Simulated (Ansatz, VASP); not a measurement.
# In3Sn5Te8 (Sn0.6In0.4Te, rock salt): VASP beside Ansatz

One calculation is typed for both programs; each brings its own data sets. How far apart do they land? The cell is invented: As first built, before any earlier steps moved the atoms (in the runner's words): 1x2x2 conventional cells of the SnTe type (32 atoms: 6 In, 10 Sn, 16 Te); Sn/In share their sites, the best of 600 random draws by like-pair counts in two shells; start lattice by linear mixing of the end members' cells; atoms moved at random by 0.02 A. It may not be a known or stable phase. Of the first pair: The structure shown is the start of the Ansatz relaxation below; VASP solves that cell, so the two are compared at the walk's first step.

Method: plane waves, with VASP 6.6.1 beside it; single point at PBE, in Ansatz 0.2.0.

## (1) Starting point

The cell holds 32 atoms: 6 In, 10 Sn and 16 Te. Its edges and angles: a = 6.327 Å, b = 12.748 Å, c = 12.749 Å, α = 89.9°, β = 90.0°, γ = 90.0°. It derives from SnTe (SnTe type, space group 225), repeated 1×2×2. As first built, before any earlier steps moved the atoms (in the runner's words): 1x2x2 conventional cells of the SnTe type (32 atoms: 6 In, 10 Sn, 16 Te); Sn/In share their sites, the best of 600 random draws by like-pair counts in two shells; start lattice by linear mixing of the end members' cells; atoms moved at random by 0.02 A.

## (2) Ansatz: relaxation, PBE

Ansatz runs on its default PAW (the set named soft_2) files.

The two programs are compared at the cell with which this relaxation starts, whose forces are those of its first step.

Contents of input.yaml:

```yaml
crystal:
  lattice:
    - [6.32709, -0.00023, 8.0e-05]
    - [-0.00046, 12.74753, 0.00644]
    - [0.00016, 0.00644, 12.74874]
  atoms:
    - { symbol: In, position: [0.50003, 0.99901, 0.25155] }
    - { symbol: In, position: [0.50045, 0.24993, 9.0e-05] }
    - { symbol: In, position: [0.00067, 0.75033, 0.25005] }
    - { symbol: In, position: [0.00015, 0.4998, 0.50079] }
    - { symbol: In, position: [0.50042, 0.50113, 0.74922] }
    - { symbol: In, position: [0.5004, 0.7492, 0.4996] }
    - { symbol: Sn, position: [0.00028, 0.99979, 0.00194] }
    - { symbol: Sn, position: [0.00038, 0.24862, 0.24968] }
    - { symbol: Sn, position: [0.00031, 0.99571, 0.49858] }
    - { symbol: Sn, position: [0.00037, 0.25144, 0.75009] }
    - { symbol: Sn, position: [0.50022, 0.00089, 0.75139] }
    - { symbol: Sn, position: [0.50029, 0.25163, 0.50028] }
    - { symbol: Sn, position: [0.00042, 0.49933, 0.99922] }
    - { symbol: Sn, position: [0.50037, 0.50205, 0.25237] }
    - { symbol: Sn, position: [0.50064, 0.75002, 0.00212] }
    - { symbol: Sn, position: [0.00055, 0.74811, 0.74592] }
    - { symbol: Te, position: [0.50032, 0.00031, 0.00056] }
    - { symbol: Te, position: [0.50022, 0.24931, 0.24939] }
    - { symbol: Te, position: [0.0001, 0.99939, 0.25096] }
    - { symbol: Te, position: [0.00033, 0.25021, 0.00033] }
    - { symbol: Te, position: [0.50033, 0.00129, 0.5015] }
    - { symbol: Te, position: [0.50026, 0.25019, 0.75058] }
    - { symbol: Te, position: [0.00023, 7.0e-05, 0.75033] }
    - { symbol: Te, position: [0.00018, 0.2492, 0.50003] }
    - { symbol: Te, position: [0.50046, 0.49915, 0.99969] }
    - { symbol: Te, position: [0.50064, 0.75113, 0.25035] }
    - { symbol: Te, position: [0.00061, 0.50024, 0.25063] }
    - { symbol: Te, position: [0.00065, 0.7498, 0.99948] }
    - { symbol: Te, position: [0.50041, 0.50001, 0.50145] }
    - { symbol: Te, position: [0.50046, 0.75109, 0.75177] }
    - { symbol: Te, position: [0.00029, 0.50062, 0.74978] }
    - { symbol: Te, position: [0.00028, 0.74885, 0.49902] }
kpoints:
  mp_grid: { grid: [5, 3, 3] }
hamiltonian:
  xc: pbe
scf:
  occupations: { method: methfessel_paxton, width: 0.15 }
output:
  forces: true
  stress: true
relax:
  f_tol: 0.02
  max_steps: 20
  cell: { stress_tol: 0.1 }
```

Launch:

```sh
$ ansatz run input.yaml --threads 4 --pin off --max-ram 15360MiB --backend cpu --events-out ev --progress --plain --runs-dir out
```

Numbers of over 12 decimals in the logs are rounded to 6 here.

The program printed:

```text
The last accepted step is kept in <dir> (removed where the run ends without a failure and the disk answers)
Engine: ansatz 0.2.0, aarch64-unknown-linux-gnu
Pseudopotentials: kind: paw
Pseudopotential: In, paw, valence charge 13, recommended cutoff 420 eV (normal), In.paw.azcp
Pseudopotential: Sn, paw, valence charge 14, recommended cutoff 420 eV (normal), Sn.paw.azcp
Pseudopotential: Te, paw, valence charge 16, recommended cutoff 420 eV (normal), Te.paw.azcp
Functional definition: PBE
  parameter kappa = 0.804
  parameter beta = 0.066725
  exchange = pbe_x(kappa = kappa, mu = beta*pi^2/3)
  correlation = pbe_c(beta = beta)
Crystal: 32 atoms, lattice volume = 1028.246 Å³
Basis set: ecut = 420 eV, 20087 PW (Γ), exchange–correlation on 90×180×180 points (8 copies of the dense FFT grid, shifted against one another)
Bands: 285, of which v1, the nominal top of the filled ones, is band 237 counted from 1 (236 counted from 0)
Symmetry: 1 space group operations
Space group: P1 (ITA 1), of the structure as read, at distance tolerance 1.0e-4 Å
k-points: 23 of 45 (time reversal used)
Non-local potential: In, projectors of the file, l = 0: 2, l = 1: 2, l = 2: 2, l = 3: 2
Non-local potential: Sn, projectors of the file, l = 0: 2, l = 1: 2, l = 2: 2, l = 3: 2
Non-local potential: Te, projectors of the file, l = 0: 2, l = 1: 2, l = 2: 2, l = 3: 2
PAW form: soft (Blöchl's): semilocal exchange-correlation on the pseudo side does not see the compensation charge
PAW one-centre angular grid: In, 590 points (default); XC on 64 Gauss nodes
PAW one-centre angular grid: Sn, 590 points (default); XC on 64 Gauss nodes
PAW one-centre angular grid: Te, 590 points (default); XC on 64 Gauss nodes
Initial density: superposition of atomic densities (neutral atoms: chi_scale 0, normalization atom), corrected by the library's trained network
Initial wavefunctions: pseudopotential atomic-orbital guess
Functional: x = pbe(κ = 0.804, μ = 0.219515), c = pbe(β = 0.066725)
SCF iter   1: F=—  HF=-205517.478465 eV  |F-HF|=—  |Δ(HF+E_count)|=         —  Δρ=1.70e-3  dr2=2.07e-1  ethr=1.77e-3  ⟨swp⟩=6.8  Hψ=25590  notcnv=0  defer=24
preconditioner: auto → LDOS  [metal: Δε(μ)=0.049 eV  Ē_g=10.483 eV  σ=0.150 eV  W_gap=0.27  n_scr=232 (ndim 8)  ℏωp=16.9 eV  f_vac=0.013  D(μ)=12.43/eV (n_scr^D=54)  β→1.0]
SCF iter   2: F=—  HF=-205517.434275 eV  |F-HF|=—  |Δ(HF+E_count)|=   4.42e-2  S|Δr|=    0.00e0  Δρ=8.09e-4  dr2=1.42e-2  ethr=4.37e-5  ⟨swp⟩=2.4  Hψ=10847  notcnv=0  defer=28
SCF iter   3: F=—  HF=-205517.430483 eV  |F-HF|=—  |Δ(HF+E_count)|=   3.79e-3  S|Δr|=    0.00e0  Δρ=4.46e-4  dr2=3.93e-3  ethr=3.00e-6  ⟨swp⟩=2.1  Hψ=11159  notcnv=0  defer=28
SCF iter   4: F=—  HF=-205517.429673 eV  |F-HF|=—  |Δ(HF+E_count)|=   8.10e-4  S|Δr|=    0.00e0  Δρ=1.19e-4  dr2=2.66e-4  ethr=8.29e-7  ⟨swp⟩=2.0  Hψ=11128  notcnv=0  defer=28
SCF iter   5: F=—  HF=-205517.429612 eV  |F-HF|=—  |Δ(HF+E_count)|=   6.15e-5  S|Δr|=    0.00e0  Δρ=4.31e-5  dr2=4.91e-5  ethr=5.60e-8  ⟨swp⟩=2.0  Hψ=10869  notcnv=0  defer=28
SCF iter   6: F=—  HF=-205517.429912 eV  |F-HF|=—  |Δ(HF+E_count)|=   3.00e-4  S|Δr|=    0.00e0  Δρ=1.54e-5  dr2=3.25e-6  ethr=1.04e-8  ⟨swp⟩=2.0  Hψ=10871  notcnv=0  defer=28
SCF iter   7: F=—  HF=-205517.429912 eV  |F-HF|=—  |Δ(HF+E_count)|=   5.33e-7  S|Δr|=    0.00e0  Δρ=3.72e-6  dr2=3.15e-7  ethr=6.86e-10  ⟨swp⟩=2.0  Hψ=10550  notcnv=0  defer=28
SCF iter   8: F=-205517.429912 eV  HF=-205517.429912 eV  |F-HF|=1.90e-8  |Δ(HF+E_count)|=   6.82e-8  S|Δr|=    0.00e0  Δρ=1.28e-6  dr2=2.35e-8  ethr=2.11e-11  ⟨swp⟩=4.9  Hψ=21519  notcnv=0
SCF 1 converged in 8 iterations: F = -205517.429912 eV  dr2 = 2.35e-8
  greatest PAW one-centre occupation: 0.998 electrons in one spin orbital (limit 2), on the Te atom at site 16 (counted from 0), in its partial waves of l = 2
relax step   1: F+E_penalty+E_count = -205517.42991154 eV  Δ(F+E_penalty+E_count) = +0.000e0 eV  max|allowed force component| = 8.172e-2 eV/Å  Δτ_max = 0.0000 Å  P = +0.150 GPa  Ω = 1028.246 Å³  (8 SCF iters, dr2 threshold 1.00e-7 eV, accepted)
[...]
relax step   3: F+E_penalty+E_count = -205517.44467250 eV  Δ(F+E_penalty+E_count) = -2.300e-3 eV  max|allowed force component| = 1.119e-2 eV/Å  Δτ_max = 0.0083 Å  P = -0.002 GPa  Ω = 1032.182 Å³  energy of the carried Pulay correction = -7.049e-4 eV  (6 SCF iters, dr2 threshold 6.51e-8 eV, accepted)
[...]
relax step   4: F+E_penalty+E_count = -205517.44537929 eV  Δ(F+E_penalty+E_count) = -7.068e-4 eV  max|allowed force component| = 1.119e-2 eV/Å  Δτ_max = 0.0000 Å  P = -0.002 GPa  Ω = 1032.182 Å³  stress off target by 5.82e-3 GPa  SCF on the basis re-selected at this cell (its energy is not comparable with the rows above)  (5 SCF iters)
basis re-selected at this cell: Δ(F+E_penalty+E_count) = -7.068e-4 eV, ΔP = -0.000 GPa vs the last step (what re-selecting the basis moved, of the pressure what is left beyond the Pulay correction that the steps carried, after the strain that the cell walked since its last selection, with what the two solves' SCF thresholds leave and, on support functions, any second-order correction that the steps lacked; it is no m [...]
SCF converged after 5 iterations
Stability not checked: this state was not tested for a lower state beside it, because cold or Methfessel-Paxton smearing, or corrected tetrahedra, fill the levels in a way that the test cannot read (fill_not_monotonic; see scf.lower_state_search)
Free energy (F): -205517.445379 eV
Harris-Foulkes:  -205517.445379 eV  (|F-HF|=3.20e-10)
Internal energy: -205517.451069 eV  (E = F + TS)
E sigma→0 (E₀):  -205517.446802 eV
Entropy (-TS):   0.005690 eV (0.178 meV/atom)
Fermi energy:    8.667822 eV
--- Per-component energies (eV) ---
  E_band       = -5529.819028
  E_kinetic    = 6176.317737
  E_local      = -36793.843802  (includes V_loc(G=0)·N_el)
  E_nonlocal   = -3091.509121
  E_hartree    = 21392.690142
  E_xc         = -7108.982442
  E_vxc        = -3220.978908  (∫ρ·V_xc dr)
  E_paw        = -140848.517286  (= ΣΔE_a)
  E_vpaw       = -11385.182440  (= ΣTr[D̂ρ^β])
  E_aug_tail   = -0.003132  (compensation charges beyond the density's cutoff)
  E_ewald      = -45243.603165
  E_smearing   = 0.005690  (= −TS)
  E_closure    = -0.000000  (closes the sum)
  Σ components = -205517.445379   (vs F -205517.445379, Δ=0.00e0)
--- Forces (eV/Å), atoms counted from 1 ---
  atom   1  In     0.00050016     0.00410874    -0.00769248
  atom   2  In    -0.00038012    -0.00261586    -0.00189664
  atom   3  In    -0.00033407     0.00069224     0.00492578
  atom   4  In     0.00075704     0.00454384    -0.00014389
  atom   5  In    -0.00030350    -0.00743477     0.00493914
  atom   6  In    -0.00020770    -0.00069768    -0.00091246
  atom   7  Sn     0.00016458     0.01119403    -0.00017652
  atom   8  Sn    -0.00051621    -0.00056445     0.00547019
  atom   9  Sn     0.00001218     0.00172269    -0.00397767
  atom  10  Sn    -0.00033447     0.00062747     0.01059791
  atom  11  Sn     0.00014279    -0.00255120    -0.00329800
  atom  12  Sn    -0.00029767     0.00093346     0.00034742
  atom  13  Sn     0.00016399     0.00610109    -0.00165216
  atom  14  Sn     0.00081840     0.00331552     0.00376364
  atom  15  Sn    -0.00000570     0.00032266     0.00042684
  atom  16  Sn    -0.00032308    -0.00302951     0.00202232
  atom  17  Te    -0.00012288    -0.00249445     0.00429885
  atom  18  Te     0.00044360    -0.00417382     0.00220142
  atom  19  Te    -0.00038097    -0.00166757     0.00224112
  atom  20  Te     0.00026553    -0.00732136    -0.00688318
  atom  21  Te    -0.00001342    -0.00112091     0.00684431
  atom  22  Te     0.00033476     0.00373067    -0.00268979
  atom  23  Te    -0.00012970     0.00039076     0.00121330
  atom  24  Te     0.00021122    -0.00273073    -0.00714385
  atom  25  Te    -0.00010010     0.00267120    -0.00479856
  atom  26  Te     0.00025776    -0.00296202     0.00258950
  atom  27  Te    -0.00076399    -0.00066314     0.00026032
  atom  28  Te     0.00003314    -0.00788915    -0.00285899
  atom  29  Te    -0.00053383     0.00224629    -0.00329436
  atom  30  Te     0.00032821     0.00638675    -0.00079065
  atom  31  Te     0.00020506     0.00143790    -0.00098527
  atom  32  Te     0.00010990    -0.00250871    -0.00294769
  max |Σ_I F_I| component: 9.16e-7 eV/Å
--- Stress (GPa, compression-positive) ---
       -0.003849       0.000008       0.000066
        0.000008      -0.001442       0.004011
        0.000066       0.004011      -0.002150
  P = ⅓ Tr σ = -0.0025 GPa (-0.025 kbar)
--- Relaxed structure (3 steps of the walk, 3 accepted, 1 SCFs on fresh bases) ---
  F+E_penalty+E_count = -205517.44537929 eV   max|allowed force component| = 1.119e-2 eV/Å   (the final SCF, on the basis selected at the relaxed cell)
  cell:  # Å, volume = 1032.1822 Å³
    - [6.332200, -2.0661889758930214e-5, -5.1741786881906156e-5]
    - [-3.849582103938547e-5, 12.767338, 0.044012]
    - [-0.000103982, 0.044016, 12.767521]
  atoms:
    - { symbol: In, position: [0.500287, 0.999045, 0.251004] }
    - { symbol: In, position: [0.500446, 0.249910, 0.000195742] }
    - { symbol: In, position: [0.000417373, 0.749439, 0.250571] }
    - { symbol: In, position: [0.000248735, 0.500237, 0.499862] }
    - { symbol: In, position: [0.500390, 0.500635, 0.749318] }
    - { symbol: In, position: [0.500404, 0.749325, 0.499663] }
    - { symbol: Sn, position: [0.000336515, 0.999842, 0.00104399] }
    - { symbol: Sn, position: [0.000450627, 0.248644, 0.250628] }
    - { symbol: Sn, position: [0.000349613, 0.998545, 0.500421] }
    - { symbol: Sn, position: [0.000432078, 0.250600, 0.750241] }
    - { symbol: Sn, position: [0.500342, 0.000500161, 0.750884] }
    - { symbol: Sn, position: [0.500415, 0.250239, 0.500290] }
    - { symbol: Sn, position: [0.000337296, 0.500228, 0.999072] }
    - { symbol: Sn, position: [0.500259, 0.500367, 0.250663] }
    - { symbol: Sn, position: [0.500374, 0.749972, 0.000591632] }
    - { symbol: Sn, position: [0.000417194, 0.749968, 0.748876] }
    - { symbol: Te, position: [0.500360, -3.171990163463936e-5, 0.000703908] }
    - { symbol: Te, position: [0.500350, 0.248777, 0.250106] }
    - { symbol: Te, position: [0.000338296, 0.998484, 0.251108] }
    - { symbol: Te, position: [0.000398756, 0.250179, 0.000483852] }
    - { symbol: Te, position: [0.500350, -0.000572043, 0.500721] }
    - { symbol: Te, position: [0.500355, 0.250393, 0.750278] }
    - { symbol: Te, position: [0.000359628, 0.00088359, 0.751180] }
    - { symbol: Te, position: [0.000357923, 0.251466, 0.500402] }
    - { symbol: Te, position: [0.500365, 0.499788, 0.999106] }
    - { symbol: Te, position: [0.500385, 0.749464, 0.250552] }
    - { symbol: Te, position: [0.000410516, 0.500223, 0.250551] }
    - { symbol: Te, position: [0.000361944, 0.750105, 1.001802] }
    - { symbol: Te, position: [0.500334, 0.500237, 0.499775] }
    - { symbol: Te, position: [0.500346, 0.750405, 0.749747] }
    - { symbol: Te, position: [0.000359927, 0.500807, 0.748823] }
    - { symbol: Te, position: [0.000380286, 0.749743, 0.500080] }
```

In the SCF lines HF is the Harris–Foulkes energy and dr2 the Hartree energy of the density residual, in eV; the loop may stop once dr2 is under the threshold and the program's other checks hold. Hψ counts applications of the Hamiltonian.

## (3) VASP: single point, PBE, start cell, pair 1

The same cell, functional, mesh and smearing now go to VASP, with its own data sets.

Lines of VASP's logs that name or quote its potential files are left out, and so is its time.

Contents of INCAR:

```
SYSTEM = In3Sn5Te8
PREC = Accurate
ENCUT = 400
EDIFF = 1E-06
NELM = 120
ISMEAR = 1
SIGMA = 0.15
LREAL = Auto
ALGO = Normal
GGA = PE
NBANDS = 184
LORBIT = 11
LWAVE = .FALSE.
LCHARG = .FALSE.
ISIF = 2
LASPH = .TRUE.
GGA_COMPAT = .FALSE.
KPAR = 4
```

Contents of POSCAR:

```
In3Sn5Te8
1.0
    6.3270900000     -0.0002300000      0.0000800000
   -0.0004600000     12.7475300000      0.0064400000
    0.0001600000      0.0064400000     12.7487400000
In Sn Te
6 10 16
Direct
    0.5000275476      0.9990088303      0.2515484966
    0.5004535978      0.2499319102      0.0000902365
    0.0006646254      0.7503327945      0.2500535585
    0.0001501132      0.4997968176      0.5007931212
    0.5004213066      0.5011316003      0.7492217018
    0.5003982397      0.7492037819      0.4995972226
    0.0002781048      0.9997927093      0.0019422557
    0.0003752778      0.2486200974      0.2496794865
    0.0003126643      0.9957136172      0.4985816308
    0.0003628286      0.2514423982      0.7500882975
    0.5002268323      0.0008924169      0.7513883125
    0.5002830221      0.2516325329      0.5002799856
    0.0004219662      0.4993332141      0.9992190805
    0.5003707175      0.5020494016      0.2523721381
    0.5006321500      0.7500199247      0.0021201955
    0.0005570941      0.7481132723      0.7459232917
    0.5003248020      0.0003068405      0.0005614671
    0.5002259776      0.2493117457      0.2493936196
    0.0000979228      0.9993923387      0.2509631466
    0.0003342841      0.2502130186      0.0003285502
    0.5003280110      0.0012932259      0.5014967476
    0.5002607824      0.2501881796      0.7505799606
    0.0002339113      0.0000680845      0.7503329382
    0.0001793283      0.2491996353      0.5000333476
    0.5004622442      0.4991537281      0.9996866681
    0.5006417583      0.7511261323      0.2503480890
    0.0006148180      0.5002369952      0.2506269972
    0.0006456350      0.7497972954      0.9994769094
    0.5004116857      0.5000094736      0.5014487633
    0.5004552202      0.7510924630      0.7517702085
    0.0002861221      0.5006202354      0.7497820163
    0.0002789004      0.7488498850      0.4990200902
```

Contents of KPOINTS:

```
Automatic mesh
0
Gamma
5 3 3
0 0 0
```

PAW data sets: In_d, Sn_d and Te (PBE family, release 64).

Launch:

```sh
$ mpirun -np 4 vasp_std
```

The program printed:

```text
[banner, memory and clock lines left out]
running    4 mpi-ranks, on    1 nodes
[...]
LDA part: xc-table for (Slater+PW92), standard interpolation
 POSCAR, INCAR and KPOINTS ok, starting setup
[...]
entering main loop
       N       E                     dE             d eps       ncg     rms          rms(c)
DAV:   1     0.340138562713E+04    0.34014E+04   -0.11185E+05  8464   0.166E+03
DAV:   2     0.543868669141E+03   -0.28575E+04   -0.28050E+04  8464   0.476E+02
DAV:   3    -0.493725524769E+02   -0.59324E+03   -0.56567E+03  9632   0.212E+02
DAV:   4    -0.110357896384E+03   -0.60985E+02   -0.58876E+02 10048   0.639E+01
[...]
DAV:  12    -0.113020273362E+03   -0.37806E-04   -0.12502E-04 10792   0.334E-02    0.105E-02
DAV:  13    -0.113020276995E+03   -0.36333E-05   -0.17855E-05 10024   0.119E-02    0.138E-02
DAV:  14    -0.113020277825E+03   -0.82974E-06   -0.30334E-06  7024   0.562E-03
   1 F= -.11302028E+03 E0= -.11302202E+03  d E =0.523373E-02
```

OUTCAR, selected parts (step 3):

```text
  Total        0.4707737      0.8111058      0.7711329      0.0050386      0.3788187     -0.0010085
  in kB        0.7335430      1.2638365      1.2015522      0.0078510      0.5902619     -0.0015714
  external PRESSURE =       1.0663105 kB  Pullay stress =       0.0000000 kB

 POSITION                                       TOTAL-FORCE (eV/Angst)
 -----------------------------------------------------------------------------------
      3.16330     12.73640      3.21340         0.002295      0.043439     -0.001316
      3.16630      3.18590      0.00280        -0.001334      0.001457      0.004027
      0.00390      9.56650      3.19270        -0.000200     -0.026084     -0.048088
      0.00080      6.37440      6.38770         0.003750     -0.047692     -0.026290
      3.16610      6.39290      9.55490        -0.000193     -0.003120      0.048149
      3.16580      9.55360      6.37410        -0.000274      0.036110      0.036560
      0.00130     12.74490      0.03120         0.001650     -0.019142     -0.069945
      0.00230      3.17090      3.18470         0.000563      0.026791      0.035081
      0.00160     12.69610      6.36270         0.001140      0.079217      0.074647
      0.00230      3.21010      9.56430         0.000832     -0.069083     -0.019031
      3.16510      0.01610      9.57930         0.001642     -0.011949     -0.013881
      3.16530      3.21080      6.37960         0.000895     -0.043752     -0.007849
      0.00260      6.37170     12.74200         0.001279      0.037167      0.022282
      3.16570      6.40140      3.22070         0.001990     -0.039376     -0.038958
[...]
-----------------------------------------------------------------------------------
    total drift:                               -0.043798      0.001582     -0.012084

  FREE ENERGIE OF THE ION-ELECTRON SYSTEM (eV)
  ---------------------------------------------------
  free  energy   TOTEN  =      -113.0202778251 eV

  energy  without entropy=     -113.0255115513  energy(sigma->0) =     -113.02202240

[... 3 further parts left out ...]
[key lines of the parts left out:]
E-fermi :   6.0867
```

The k-mesh is coarse for a metal.

The run ends at a pressure of 0.11 GPa, with forces up to 0.11 eV/Å.

(Part 1 of 2 ends here.)

[Lines on the potential files, build, host, timing and source positions are cut from VASP's logs without a mark.]

[Logs are printed without paths, hosts, clocks, repeated set-up lines and the standing remarks that a program may print on its own settings, such as how far it seeks lower states.]

[Hosts, paths, dates, database ids (printed as entryN), source tags and the programs' standing remarks are cut or masked in the printed files.]
